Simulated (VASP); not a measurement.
Input:

```
HfS2
1.0
    1.81500    -3.14367     0.00000
    1.81500     3.14367     0.00000
    0.00000     0.00000     5.85000
Hf S
1 2
Direct
  0.00000   0.00000   0.00000
  0.33333   0.66667   0.25000
  0.66667   0.33333   0.75000
```

All values below come from PBE GGA, VASP's PBE PAW potentials (set 64) (plane waves; VASP). Settings: 800 eV cut-off, 8×8×4 Γ-centred mesh, Gaussian smearing of 0.050 eV, potentials Hf_pv S_h.

Question: What does the run give for the energy per atom (σ→0)?

Answer: 
```yaml
energy per atom (σ→0): -7.625 eV/atom
```

Total energies compare only between runs with the same potentials, cut-off and functional.

The compound is HfS2 in the 1T layered structure. The cell was not relaxed at this level. The run is one of a series of settings (ENCUT = 800, POTCAR Hf_pv S_h (PBE.64 set) against the base run), some of them coarse on purpose.
